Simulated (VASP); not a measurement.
Crystal: Lu.

```xyz
2
Lattice="3.5181 0.0000 0.0000 -1.7590 3.0467 0.0000 0.0000 0.0000 5.4461" Properties=species:S:1:pos:R:3 pbc="T T T"
Lu    0.0000    2.0311    1.3615
Lu    1.7590    1.0156    4.0846
```

| Quantity | Value |
| --- | --- |
| Program | VASP 6.6.1 |
| Task | relaxation of cell and atoms |
| Functional | LDA |
| Potentials or basis | VASP PAW PBE potentials, release 64 (Lu) |
| Cutoff | 600 eV |
| k mesh | 15 × 15 × 8 |
| Occupations | gaussian, width 0.1 eV |
| Spin | no spin polarisation |

At the start: pressure -5.1 GPa; volume 29.19 Å³/atom.

Problem. How do energy, volume and symmetry change on relaxing?

Solution. Over 3 steps the energy falls by 52.2 meV/atom and the volume is 26.14 Å³/atom (-10.4 %); space group P6_3/mmc (No. 194, to 0.05 Å).

Step by step:
| step | energy change (eV) | largest force (eV/Å) | pressure (GPa) | volume (Å³) |
| --- | --- | --- | --- | --- |
| 1 | 0.0000 | 0.0000 | -5.08 | 58.37 |
| 2 | -0.0979 | 0.0000 | 1.58 | 50.90 |
| 3 | -0.1044 | 0.0000 | -0.01 | 52.28 |

Final structure:
```
Lu
1.0
     3.39069    0.00000    0.00000
    -1.69534    2.93642    0.00000
     0.00000    0.00000    5.25042
Lu
2
Direct
  0.33333 0.66667 0.25000
  0.66667 0.33333 0.75000
```

Caveat: the PAW data sets were made with another functional, which shifts forces and pressure a little.
